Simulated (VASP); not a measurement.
Calculation: r2SCAN meta-GGA, VASP's PBE PAW potentials (set 64) (plane waves; VASP).

VASP ran on this input.

### INCAR
```
SYSTEM = Ge
PREC = Accurate; ENCUT = 400; LREAL = F
LASPH = T
EDIFF = 1E-7; NELM = 100; ALGO = Normal
LMAXMIX = 4; LMIXTAU = T
ISMEAR = -5
METAGGA = R2SCAN
ISIF = 2
LWAVE = F; LCHARG = F; LORBIT = 11
NEDOS = 601
LEFG = T
```

### POSCAR
```
Ge
1
    3.9924542188     0.0000000095    -0.0000000000
   -1.9962265930     3.4575671169    -0.0000000000
    0.0000000000    -0.0000000000     6.5836824323
Ge
4
Direct
  0.3333330000   0.6666670000   0.0628512139
  0.6666670000   0.3333330000   0.5628512139
  0.6666670000   0.3333330000   0.9371487861
  0.3333330000   0.6666670000   0.4371487861
```

### KPOINTS_OPT
```
k-points along high-symmetry lines
6
Line-mode
Reciprocal
  0.000000   0.000000   0.000000 ! GAMMA
  0.500000   0.000000   0.000000 ! M

  0.500000   0.000000   0.000000 ! M
  0.333333   0.333333   0.000000 ! K

  0.333333   0.333333   0.000000 ! K
  0.000000   0.000000   0.000000 ! GAMMA

  0.000000   0.000000   0.000000 ! GAMMA
  0.000000   0.000000   0.500000 ! A

  0.000000   0.000000   0.500000 ! A
  0.500000   0.000000   0.500000 ! L

  0.500000   0.000000   0.500000 ! L
  0.333333   0.333333   0.500000 ! H

  0.333333   0.333333   0.500000 ! H
  0.000000   0.000000   0.500000 ! A

  0.500000   0.000000   0.500000 ! L
  0.500000   0.000000   0.000000 ! M

  0.333333   0.333333   0.500000 ! H
  0.333333   0.333333   0.000000 ! K
```

**KPOINTS**
```
Automatic mesh
0
Gamma
7 7 4
0 0 0
```

POTCAR, in this order: Ge_d (PBE.64 set). Program: vasp_std.

The run wrote:

File OUTCAR:
```
 ion  position               nearest neighbor table
   1  0.333  0.667  0.063-   3 2.45   3 2.45   3 2.45   4 2.46
   2  0.667  0.333  0.563-   4 2.45   4 2.45   4 2.45   3 2.46
   3  0.667  0.333  0.937-   1 2.45   1 2.45   1 2.45   2 2.46
   4  0.333  0.667  0.437-   2 2.45   2 2.45   2 2.45   1 2.46
  LATTYP: Found a hexagonal cell.
 ALAT       =     3.9924542188
 C/A-ratio  =     1.6490314156
 Subroutine PRICEL returns:
 Original cell was already a primitive cell.
 Subroutine GETGRP returns: Found 24 space group operations
The static configuration has the point symmetry D_3d.
 The point group associated with its full space group is D_6h.
The dynamic configuration has the point symmetry D_3d.
 Subroutine INISYM returns: Found 24 space group operations
 Subroutine IBZKPT returns following result:
 Found     24 irreducible k-points:

 Following reciprocal coordinates:
            Coordinates               Weight
  0.000000  0.000000  0.000000      1.000000
  0.142857  0.000000  0.000000      6.000000
  0.285714  0.000000  0.000000      6.000000
  0.428571 -0.000000  0.000000      6.000000
  0.142857  0.142857  0.000000      6.000000
...
```

### OSZICAR
```
       N       E                     dE             d eps       ncg     rms          rms(c)
DAV:   1     0.414515137932E+03    0.41452E+03   -0.26521E+04  1816   0.420E+03
DAV:   2     0.145450599029E+02   -0.39997E+03   -0.39480E+03  1584   0.760E+02
DAV:   3    -0.574088031648E+02   -0.71954E+02   -0.71585E+02  1859   0.205E+02
DAV:   4    -0.607202995206E+02   -0.33115E+01   -0.33079E+01  1744   0.534E+01
DAV:   5    -0.607899478429E+02   -0.69648E-01   -0.69630E-01  1900   0.840E+00    0.477E+00
DAV:   6    -0.578434288174E+02    0.29465E+01   -0.61267E-01  1658   0.112E+01    0.264E+00
DAV:   7    -0.524664841380E+02    0.53769E+01   -0.87493E-01  1660   0.705E+00    0.816E-01
DAV:   8    -0.541897847360E+02   -0.17233E+01   -0.33226E-01  1604   0.376E+00    0.531E-01
DAV:   9    -0.550647389765E+02   -0.87495E+00   -0.27642E-01  1643   0.258E+00    0.286E-01
DAV:  10    -0.553873542570E+02   -0.32262E+00   -0.17307E-01  1665   0.278E+00    0.185E-01
DAV:  11    -0.553870762406E+02    0.27802E-03   -0.43862E-03  1843   0.497E-01    0.186E-01
DAV:  12    -0.553908232183E+02   -0.37470E-02   -0.34068E-04  1718   0.114E-01    0.187E-01
DAV:  13    -0.553816344081E+02    0.91888E-02   -0.11790E-02  1667   0.709E-01    0.213E-01
DAV:  14    -0.553763733453E+02    0.52611E-02   -0.16757E-02  1634   0.710E-01    0.310E-01
DAV:  15    -0.553883778776E+02   -0.12005E-01   -0.48000E-03  1586   0.345E-01    0.329E-01
DAV:  16    -0.553886756546E+02   -0.29778E-03   -0.89857E-04  1655   0.199E-01    0.348E-01
DAV:  17    -0.553881433207E+02    0.53233E-03   -0.36453E-04  1838   0.112E-01    0.410E-01
DAV:  18    -0.553880713370E+02    0.71984E-04   -0.31538E-04  1601   0.146E-01    0.521E-01
DAV:  19    -0.553881115355E+02   -0.40199E-04   -0.26034E-04  1749   0.179E-01    0.388E-01
DAV:  20    -0.553891125180E+02   -0.10010E-02   -0.36823E-04  1728   0.146E-01    0.274E-01
DAV:  21    -0.553897625376E+02   -0.65002E-03   -0.47241E-04  1793   0.185E-01    0.130E-01
DAV:  22    -0.553900882039E+02   -0.32567E-03   -0.14692E-04  1896   0.930E-02    0.599E-02
DAV:  23    -0.553902169234E+02   -0.12872E-03   -0.15527E-05  1847   0.268E-02    0.436E-02
DAV:  24    -0.553902897710E+02   -0.72848E-04   -0.13244E-05  1605   0.403E-02    0.296E-02
DAV:  25    -0.553906317773E+02   -0.34201E-03   -0.15672E-04  1592   0.627E-02    0.627E-03
DAV:  26    -0.553906362584E+02   -0.44811E-05   -0.29775E-05  1764   0.290E-02    0.506E-03
DAV:  27    -0.553906444582E+02   -0.81998E-05   -0.18768E-06  1376   0.102E-02    0.389E-03
DAV:  28    -0.553906479035E+02   -0.34453E-05   -0.29054E-06  1204   0.947E-03    0.190E-03
DAV:  29    -0.553906492000E+02   -0.12965E-05   -0.27851E-07  1278   0.391E-03    0.144E-03
DAV:  30    -0.553906483519E+02    0.84812E-06   -0.46565E-08   851   0.202E-03    0.514E-04
DAV:  31    -0.553906479304E+02    0.42145E-06   -0.16008E-08   822   0.125E-03    0.125E-04
DAV:  32    -0.553906478695E+02    0.60974E-07   -0.36860E-09   819   0.780E-04
   1 F= -.55390648E+02 E0= -.55390648E+02  d E =0.000000E+00
       N       E                     dE             ncg
       N       E                     dE             ncg
       N       E                     dE             ncg
```

File OUTCAR:
```
------------------------ aborting loop because EDIFF is reached ----------------------------------------
  FORCE on cell =-STRESS in cart. coord.  units (eV):
  Direction    XX          YY          ZZ          XY          YZ          ZX
  --------------------------------------------------------------------------------------
  Total       -0.0124988     -0.0124988      0.0566020     -0.0000000     -0.0000000      0.0000000
  in kB       -0.2203437     -0.2203437      0.9978439     -0.0000000     -0.0000000      0.0000000
  external PRESSURE =       0.1857188 kB  Pullay stress =       0.0000000 kB
  volume of cell :       90.88
      direct lattice vectors                 reciprocal lattice vectors
     3.992454219  0.000000010  0.000000000     0.250472502  0.144610315  0.000000000
    -1.996226593  3.457567117  0.000000000    -0.000000001  0.289220705  0.000000000
     0.000000000  0.000000000  6.583682432     0.000000000  0.000000000  0.151890680
 POSITION                                       TOTAL-FORCE (eV/Angst)
 -----------------------------------------------------------------------------------
     -0.00000      2.30505      0.41379         0.000000     -0.000000      0.000080
      1.99623      1.15252      3.70563        -0.000000      0.000000      0.000080
      1.99623      1.15252      6.16989        -0.000000      0.000000     -0.000080
     -0.00000      2.30505      2.87805         0.000000     -0.000000     -0.000080
 -----------------------------------------------------------------------------------
    total drift:                               -0.000431      0.000034     -0.000000
  FREE ENERGIE OF THE ION-ELECTRON SYSTEM (eV)
  ---------------------------------------------------
  free  energy   TOTEN  =       -55.3906478695 eV

  energy  without entropy=      -55.3906478695  energy(sigma->0) =      -55.39064787

 total charge

# of ion       s       p       d       tot
------------------------------------------
    1        1.100   1.292  10.022  12.414
    2        1.100   1.292  10.022  12.414
    3        1.100   1.292  10.022  12.414
    4        1.100   1.292  10.022  12.414
--------------------------------------------------
tot          4.399   5.167  40.088  49.654

 Electric field gradients after diagonalization (V/A^2)
 (convention: |V_zz| > |V_xx| > |V_yy|)
----------------------------------------------------------------------
 ion       V_xx      V_yy      V_zz     asymmetry (V_yy - V_xx)/ V_zz
----------------------------------------------------------------------
   1      -5.040    -5.031    10.072       0.001
   2      -5.040    -5.031    10.072       0.001
   3      -5.040    -5.031    10.072       0.001
   4      -5.040    -5.031    10.072       0.001
```
(Selected blocks of OUTCAR.)

The structure was generated: Ge was put into the lonsdaleite type (P6_3/mmc), which need not be its known phase. It was relaxed first.
